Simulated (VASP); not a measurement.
## W12O: single point with PBE

Slab: W12O, a slab with vacuum.

```
W O
1.0
     5.51409    0.00000    0.00000
    -1.83803    5.19873    0.00000
     0.00000    0.00000   21.35601
W O
12 1
Direct
  0.25000 0.25000 0.18730
  0.25000 0.75000 0.18730
  0.75000 0.25000 0.18730
  0.75000 0.75000 0.18730
  0.00000 0.00000 0.28929
  0.00000 0.50000 0.28929
  0.50000 0.00000 0.28929
  0.50000 0.50000 0.28929
  0.25000 0.25000 0.39127
  0.25000 0.75000 0.39127
  0.75000 0.25000 0.39127
  0.75000 0.75000 0.39127
  0.25000 0.25000 0.57998
```

The cell isn't the ideal one: O at 0/6 of the diagonal of the surface cell, 4.03 Å above the top plane.

```yaml
Program: VASP 6.6.1
Task: single point
Functional: PBE
Potentials_or_basis: VASP PAW PBE potentials, release 64 (W_sv, O)
Cutoff: 520 eV
k_mesh: 5 × 5 × 1
Occupations: gaussian, width 0.1 eV
Spin: no spin polarisation
```

```yaml
Largest_force: 0.606 eV/Å
Band_gap_on_the_k_mesh: none (metal or under the smearing width)
```

Forces on the atoms (eV/Å):
```
W    0.000  0.000 -0.054
W    0.000  0.000 -0.067
W    0.000  0.000 -0.067
W    0.000  0.000 -0.051
W   -0.010 -0.015  0.031
W    0.008 -0.005  0.052
W   -0.008  0.005  0.052
W    0.010  0.015  0.031
W    0.000  0.000  0.474
W    0.000  0.000  0.104
W    0.000  0.000  0.104
W    0.000  0.000 -0.003
O    0.000  0.000 -0.606
```

Levels at points of the mesh, in eV from the Fermi level:
| k point | band 85 | band 86 | band 87 | band 88 | band 89 | band 90 |
| --- | --- | --- | --- | --- | --- | --- |
| (0.00, 0.00, 0.00) | 0.08 | 0.43 | 0.76 | 0.99 | 1.43 | 1.44 |

Run time: 39 min on 1 thread of Intel(R) Xeon(R) Platinum 8488C (Sapphire Rapids) (shared host), peak memory 0.79 GiB.

Spin-orbit coupling is left out, which matters for the levels of W.
